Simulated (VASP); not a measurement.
```
SrO
1.0
    0.00000     2.58000     2.58000
    2.58000     0.00000     2.58000
    2.58000     2.58000     0.00000
Sr O
1 1
Cartesian
  0.00000   0.00000   0.00000
  2.58000   2.58000   2.58000
```

Level of theory: PBE GGA with D3 dispersion (Becke-Johnson damping), VASP's PBE PAW potentials (set 64) (plane waves; VASP). Settings: 520 eV cut-off, 10×10×10 Γ-centred mesh, tetrahedra with Blöchl corrections, potentials Sr_sv O.

Q: What does the run give for the energy per atom (σ→0), band gap (on the k-mesh) with the smallest direct gap where there is one?

A: 
| Property | Result |
|---|---|
| band gap (on the k-mesh) | 3.27 eV |
| smallest direct gap (on the k-mesh) | 3.37 eV |
| energy per atom (σ→0) | -604.7 kJ/mol of atoms |

Total energies compare only between runs with the same potentials, cut-off and functional.

The compound is SrO in the rock salt structure. The cell was not relaxed at this level.
